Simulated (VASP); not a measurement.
Consider the following.

```
AlN
1.0
    0.00000     2.20055     2.20055
    2.20055     0.00000     2.20055
    2.20055     2.20055     0.00000
Al N
1 1
Direct
  0.00000   0.00000   0.00000
  0.25000   0.25000   0.25000
```

All values below come from PBE GGA, VASP's PBE PAW potentials (set 64) (plane waves; VASP). Settings: 600 eV cut-off, 10×10×10 Γ-centred mesh, Gaussian smearing of 0.050 eV, potentials Al N.

Task: Estimate the energy per atom (σ→0), band gap (on the k-mesh) with the smallest direct gap where there is one.

Result: 
- band gap (on the k-mesh): 3.31 eV
- smallest direct gap (on the k-mesh): 4.00 eV
- energy per atom (σ→0): -7.424 eV/atom

The compound is AlN in the zinc blende structure, a metastable form; wurtzite is the usual one. It was relaxed first.
